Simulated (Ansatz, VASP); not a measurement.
# TiO2 (Anatase): VASP beside Ansatz, part 2 of 2

One calculation is typed for both programs; each brings its own data sets. How far apart do they land? The cell is taken from a series of runs on this material, whose earlier steps may have relaxed, scaled, displaced or heated it; both programs get it as it stands. Other levels of theory on this material are compared in a session of their own.

VASP 6.6.1 and Ansatz 0.2.0.

So far: Set-up; VASP: relaxation of cell and atoms, LDA.

## Step 3: Ansatz: relaxation of cell and atoms, LDA

Level of this step: Ansatz beside VASP: Kohn-Sham DFT, plane waves, LDA (Ansatz).

Ansatz runs on its PAW soft_1 files.

The same cell, functional (in two slightly different forms) and mesh now go to Ansatz, which takes its cutoff from its data sets.

Input file input.yaml:

```yaml
crystal:
  lattice:
    - [-1.8699298004, 1.8699298004, 4.7292465785]
    - [1.8699298004, -1.8699298004, 4.7292465785]
    - [1.8699298004, 1.8699298004, -4.7292465785]
  atoms:
    - { symbol: O, position: [0.207944487, 0.207944487, 0.0] }
    - { symbol: O, position: [0.957944487, 0.457944487, 0.5] }
    - { symbol: O, position: [0.542055513, 0.042055513, 0.5] }
    - { symbol: O, position: [0.792055513, 0.792055513, 0.0] }
    - { symbol: Ti, position: [0.0, 0.0, 0.0] }
    - { symbol: Ti, position: [0.75, 0.25, 0.5] }
kpoints:
  mp_grid: { grid: [12, 12, 12] }
hamiltonian:
  xc: lda
  pseudopotentials: { kind: paw, azcp: { folder: soft_1 }, xc_functional: pbe }
scf:
  occupations: { method: fixed }
output:
  forces: true
  stress: true
  eigenvalues: true
relax:
  adjacent_minimum: "off"
  f_tol: 0.001
  max_steps: 60
  cell: { stress_tol: 0.01 }
```

On the command line:

```console
> ansatz run input.yaml --threads 8 --pin off --max-ram 20480MiB --backend cpu --events-out ev --progress --plain --runs-dir out
```

Numbers of over 12 decimals in the logs are rounded to 6 here.

The log of the run:

```text
basis.fft_grid_basis auto: the FFT boxes are laid along the combinations [[1, 0, 1], [0, 1, 1], [0, 0, 1]] of the cell's own vectors, 3.740, 3.740 and 5.418 Å long. The dense box has 25×25×40 points. Along the cell's own vectors, as sized, it would have 40×40×40, 2.56 times as many. Of the 16 symmetry operations that the crystal satisfies within crystal.symmetry.tolerance (time reversal apart; of a slab, those that k [...]
Engine: ansatz 0.2.0, aarch64-unknown-linux-gnu
Pseudopotentials: kind: paw
Pseudopotential: O, paw, valence charge 6, recommended cutoff 420 eV (normal), soft_1/O.paw.azcp
Pseudopotential: Ti, paw, valence charge 12, recommended cutoff 420 eV (normal), soft_1/Ti.paw.azcp
Functional definition: SPW92
  exchange = slater_x
  correlation = pw_c
Crystal: 6 atoms, lattice volume = 66.146 Å³
Basis set: ecut = 420 eV, 1283 PW (Γ), FFT grids on a1+a3, a2+a3, a3
Bands: 30, of which v1, the nominal top of the filled ones, is band 24 counted from 1 (23 counted from 0)
Symmetry: 16 space group operations
Space group: I41/amd (ITA 141), of the structure as read, at distance tolerance 4.0e-5 Å
k-points: 163 of 1728
Non-local potential: O, projectors of the file, l = 0: 2, l = 1: 2, l = 2: 1
Non-local potential: Ti, projectors of the file, l = 0: 3, l = 1: 2, l = 2: 3, l = 3: 1
PAW form: soft (Blöchl's): semilocal exchange-correlation on the pseudo side does not see the compensation charge
PAW frozen core: O, regenerated for the run's functional, and the local potential with it (the file was generated under x = pbe(κ = 0.804, μ = 0.219515), c = pbe(β = 0.066725))
PAW frozen core: Ti, regenerated for the run's functional, and the local potential with it (the file was generated under x = pbe(κ = 0.804, μ = 0.219515), c = pbe(β = 0.066725))
PAW one-centre angular grid: O, 110 points (default); XC on 64 Gauss nodes
PAW one-centre angular grid: Ti, 590 points (default); XC on 64 Gauss nodes
Initial density: superposition of atomic densities (chi_scale 0.1, normalization cell, long waves kept (reshape's long-wave potential 0.00 eV rms))
Initial wavefunctions: pseudopotential atomic-orbital guess
Functional: x = slater, c = lda
SCF iter   1: F=—  HF=-7131.065308 eV  |F-HF|=—  |Δ(HF+E_count)|=         —  Δρ=5.65e-2  dr2=2.29e0  ethr=3.10e-3  ⟨swp⟩=3.8  Hψ=16140  notcnv=0  defer=294
preconditioner: auto → none  [insulator: Δε(μ)=2.199 eV  Ē_g=9.865 eV  n_scr=14 (ndim 8)  ℏωp=25.8 eV  f_vac=0.000  ε∞_Penn≈7.9]
SCF iter   2: F=—  HF=-7130.598150 eV  |F-HF|=—  |Δ(HF+E_count)|=   4.67e-1  Δρ=4.26e-2  dr2=8.20e-1  ethr=3.10e-3  ⟨swp⟩=2.0  Hψ=9404  notcnv=0  defer=289
SCF iter   3: F=—  HF=-7130.650325 eV  |F-HF|=—  |Δ(HF+E_count)|=   5.22e-2  Δρ=3.63e-2  dr2=9.35e-1  ethr=1.71e-3  ⟨swp⟩=2.4  Hψ=8034  notcnv=0  defer=428
SCF iter   4: F=—  HF=-7130.483459 eV  |F-HF|=—  |Δ(HF+E_count)|=   1.67e-1  Δρ=6.86e-3  dr2=1.53e-2  ethr=1.71e-3  ⟨swp⟩=2.3  Hψ=7542  notcnv=0  defer=272
SCF iter   5: F=—  HF=-7130.487677 eV  |F-HF|=—  |Δ(HF+E_count)|=   4.22e-3  Δρ=1.93e-3  dr2=2.10e-3  ethr=3.18e-5  ⟨swp⟩=2.2  Hψ=8488  notcnv=0  defer=621
SCF iter   6: F=—  HF=-7130.487414 eV  |F-HF|=—  |Δ(HF+E_count)|=   2.63e-4  Δρ=8.49e-4  dr2=5.07e-4  ethr=4.37e-6  ⟨swp⟩=2.0  Hψ=8337  notcnv=0  defer=649
SCF iter   7: F=—  HF=-7130.487320 eV  |F-HF|=—  |Δ(HF+E_count)|=   9.44e-5  Δρ=2.68e-4  dr2=5.06e-5  ethr=1.06e-6  ⟨swp⟩=2.0  Hψ=6847  notcnv=0  defer=652
SCF iter   8: F=—  HF=-7130.487312 eV  |F-HF|=—  |Δ(HF+E_count)|=   7.83e-6  Δρ=5.02e-5  dr2=1.79e-6  ethr=1.05e-7  ⟨swp⟩=2.1  Hψ=6159  notcnv=0  defer=265
SCF iter   9: F=-7130.487312 eV  HF=-7130.487312 eV  |F-HF|=5.38e-9  |Δ(HF+E_count)|=   2.96e-7  Δρ=2.88e-6  dr2=6.26e-9  ethr=2.08e-10  ⟨swp⟩=8.5  Hψ=23544  notcnv=0
SCF 1 converged in 9 iterations: F = -7130.487312 eV  dr2 = 6.26e-9
  greatest PAW one-centre occupation: 0.998 electrons in one spin orbital (limit 2), on the Ti atom at site 5 (counted from 0), in its partial waves of l = 0
relax step   1: F+E_penalty+E_count = -7130.48731161 eV  Δ(F+E_penalty+E_count) = +0.000e0 eV  max|allowed force component| = 2.611e-5 eV/Å  Δτ_max = 0.0000 Å  P = -0.005 GPa  Ω = 66.146 Å³  (9 SCF iters, dr2 threshold 1.00e-7 eV, accepted)
Initial density: handed on by an earlier stage of this run
Initial wavefunctions: pseudopotential atomic-orbital guess (no wavefunctions were taken with the density)
iter 1 solved again at ethr=6.87e-8 eV; its pass at ethr=3.10e-3 eV (dr2=3.30e-5 eV) is discarded
SCF iter   1: F=—  HF=-7130.487311 eV  |F-HF|=—  |Δ(HF+E_count)|=         —  Δρ=2.66e-6  dr2=5.74e-9  ethr=6.87e-8  ⟨swp⟩=4.1  Hψ=29989  notcnv=0  defer=650
eigensolver tolerance schedule: the retry pair's looser diagonalisation over-reported the residual by 5747.67 of it (diagonalisation noise at 0.15 of the residual, at the tolerance the schedule requests for it); recorded, not acted on — ethr = c·dr2/N_el stays at c = 1.0e-1
preconditioner: auto → none  [insulator: Δε(μ)=2.094 eV  Ē_g=9.742 eV  n_scr=14 (ndim 8)  ℏωp=25.8 eV  f_vac=0.087  ε∞_Penn≈8.0]
SCF iter   2: F=—  HF=-7130.487312 eV  |F-HF|=—  |Δ(HF+E_count)|=   3.55e-7  Δρ=3.80e-6  dr2=9.22e-9  ethr=1.20e-11  ⟨swp⟩=2.7  Hψ=9032  notcnv=0  defer=281
SCF iter   3: F=—  HF=-7130.487312 eV  |F-HF|=—  |Δ(HF+E_count)|=   1.73e-9  Δρ=6.16e-7  dr2=1.86e-10  ethr=1.20e-11  ⟨swp⟩=2.1  Hψ=7479  notcnv=0  defer=281
SCF iter   4: F=—  HF=-7130.487312 eV  |F-HF|=—  |Δ(HF+E_count)|=  2.55e-11  Δρ=1.76e-7  dr2=6.58e-12  ethr=1.00e-12  ⟨swp⟩=2.3  Hψ=7184  notcnv=0  defer=281
SCF iter   5: F=-7130.487312 eV  HF=-7130.487312 eV  |F-HF|=3.64e-12  |Δ(HF+E_count)|=  5.46e-12  Δρ=4.09e-8  dr2=3.66e-13  ethr=1.00e-12  ⟨swp⟩=10.1  Hψ=21992  notcnv=0
SCF 2 converged in 5 iterations: F = -7130.487312 eV  dr2 = 3.66e-13
relax step   2: F+E_penalty+E_count = -7130.48731161 eV  Δ(F+E_penalty+E_count) = -4.209e-9 eV  max|allowed force component| = 1.878e-5 eV/Å  Δτ_max = 0.0000 Å  P = -0.005 GPa  Ω = 66.146 Å³  stress off target by 5.27e-3 GPa  SCF on the basis re-selected at this cell (its energy is not comparable with the rows above)  (5 SCF iters)
basis re-selected at this cell: Δ(F+E_penalty+E_count) = -4.209e-9 eV, ΔP = +0.000 GPa vs the last step (what re-selecting the basis moved, of the pressure what is left beyond the Pulay correction that the steps carried, after the strain that the cell walked since its last selection, with what the two solves' SCF thresholds leave and, on support functions, any second-order correction that the steps lacked; it is no m [...]
SCF converged after 5 iterations
Free energy (F): -7130.487312 eV
Harris-Foulkes:  -7130.487312 eV  (|F-HF|=3.64e-12)
Internal energy: -7130.487312 eV  (E = F + TS)
E sigma→0 (E₀):  -7130.487312 eV
Fermi energy:    7.275717 eV
--- Per-component energies (eV) ---
  E_band       = -450.529447
  E_kinetic    = 1230.865038
  E_local      = -3638.971008  (includes V_loc(G=0)·N_el)
  E_nonlocal   = 340.578811
  E_hartree    = 1395.896641
  E_xc         = -513.545846
  E_vxc        = -654.366591  (∫ρ·V_xc dr)
  E_paw        = -2590.419331  (= ΣΔE_a)
  E_vpaw       = -520.432036  (= ΣTr[D̂ρ^β])
  E_aug_tail   = 0.003027  (compensation charges beyond the density's cutoff)
  E_ewald      = -3355.934231
  E_core_change = 1.039587  (= ΣΔE_core)
  E_smearing   = -0.000000  (= −TS)
  E_closure    = 0.000000  (closes the sum)
  Σ components = -7130.487312   (vs F -7130.487312, Δ=0.00e0)
--- Forces (eV/Å), atoms counted from 1 ---
  atom   1  O      0.00000000    -0.00000000     0.00001878
  atom   2  O      0.00000000     0.00000000     0.00001878
  atom   3  O     -0.00000000    -0.00000000    -0.00001878
  atom   4  O      0.00000000    -0.00000000    -0.00001878
  atom   5  Ti    -0.00000000     0.00000000     0.00000000
  atom   6  Ti    -0.00000000     0.00000000     0.00000000
  max |Σ_I F_I| component: 5.64e-18 eV/Å
--- Stress (GPa, compression-positive) ---
       -0.005267       0.000000       0.000000
        0.000000      -0.005267       0.000000
        0.000000      -0.000000      -0.003942
  P = ⅓ Tr σ = -0.0048 GPa (-0.048 kbar)
--- Band table (eV; the first three rows and the last of 163) ---
  k-point 0: bands = [... 20 lower, 6.5145, 6.5145, 6.7725, 6.7725, 9.3695, 10.1675, 11.3960, 11.3960, ... 2 higher]
  k-point 1: bands = [... 20 lower, 6.3699, 6.3942, 6.5025, 6.8827, 9.7119, 10.2174, 11.0718, 11.2561, ... 2 higher]
  k-point 2: bands = [... 20 lower, 5.9389, 6.0675, 6.6050, 7.0132, 10.2670, 10.3964, 10.6244, 11.0731, ... 2 higher]
  k-point 162: bands = [... 20 lower, 5.9904, 5.9904, 7.1651, 7.1651, 9.7533, 9.7533, 11.1585, 11.1585, ... 2 higher]
--- Relaxed structure (1 steps of the walk, 1 accepted, 1 SCFs on fresh bases) ---
  F+E_penalty+E_count = -7130.48731161 eV   max|allowed force component| = 1.878e-5 eV/Å   (the final SCF, on the basis selected at the relaxed cell)
  cell:  # Å, volume = 66.1458 Å³
    - [-1.8699298004, 1.8699298004, 4.7292465785]
    - [1.8699298004, -1.8699298004, 4.7292465785]
    - [1.8699298004, 1.8699298004, -4.7292465785]
  atoms:
    - { symbol: O, position: [0.207944487, 0.207944487, 0.0] }
    - { symbol: O, position: [0.957944487, 0.457944, 0.5] }
    - { symbol: O, position: [0.542055513, 0.042056, 0.5] }
    - { symbol: O, position: [0.792055513, 0.792055513, 0.0] }
    - { symbol: Ti, position: [0.0, 0.0, 0.0] }
    - { symbol: Ti, position: [0.75, 0.250000, 0.500000] }
```

## Step 4: Differences

Known differences besides the potentials themselves: fixed occupations in Ansatz, narrow Gaussian smearing in VASP; the cutoff is 420 eV in Ansatz and 600 eV in VASP; VASP's log shows a relativistic correction to its local exchange, Ansatz's none; Ansatz adds a Pulay correction to the stress that steers its cell, VASP none. Total energies have different zeros and are not compared.

Compared:

| quantity | Ansatz | VASP | difference |
| --- | --- | --- | --- |
| volume (Å³) | 66.15 | 66.32 | -0.27 % |
| edge a after relaxation, in the typed setting (Å) | 5.418 | 5.420 | -0.04 % |

## Step 5: Summary of results

* difference in volume (relaxation of cell and atoms, LDA): -0.27 %

In words: The difference in volume is -0.27 % (relaxation of cell and atoms, LDA), within the 1.2 % picked in this series as the mark of a large difference, as far as the stopping tolerances let one tell. 10 further pairs of this series are not shown here. How closely two codes agree says nothing of how well the functional describes the real material.

[Lines on the potential files, build, host, timing and source positions are cut from VASP's logs without a mark.]

[Logs are printed without paths, hosts, clocks, repeated set-up lines and the standing remarks that a program may print on its own settings, such as how far it seeks lower states.]

[Hosts, paths, dates, database ids (printed as entryN), source tags and the programs' standing remarks are cut or masked in the printed files.]
